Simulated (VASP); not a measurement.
Here is the system:

```xyz
2
Lattice="0.0000 2.6426 2.6426 2.6426 0.0000 2.6426 2.6426 2.6426 0.0000" Properties=species:S:1:pos:R:3 pbc="T T T"
Cu     0.0000     0.0000     0.0000
Cl     1.3213     1.3213     1.3213
```

These are PBE GGA with D3 dispersion (Becke-Johnson damping), VASP's PBE PAW potentials (set 64) (plane waves; VASP) values and carry that method's errors. Run with 520 eV cut-off, 9×9×9 Γ-centred mesh, Gaussian smearing of 0.050 eV, potentials Cu Cl.

Question: Estimate the energy per atom (σ→0), pressure, band gap (on the k-mesh) with the smallest direct gap where there is one.

Answer: 
The band gap (on the k-mesh) comes out as 0.69 eV and the smallest direct gap (on the k-mesh) is 0.69 eV. The energy per atom (σ→0) is -3.452 eV/atom. The pressure is 1.93 GPa.

Only differences to runs with the same potentials and settings are physical.

The compound is CuCl in the zinc blende structure. This cell is one point of a volume scan, at 0.97 of the reference volume.
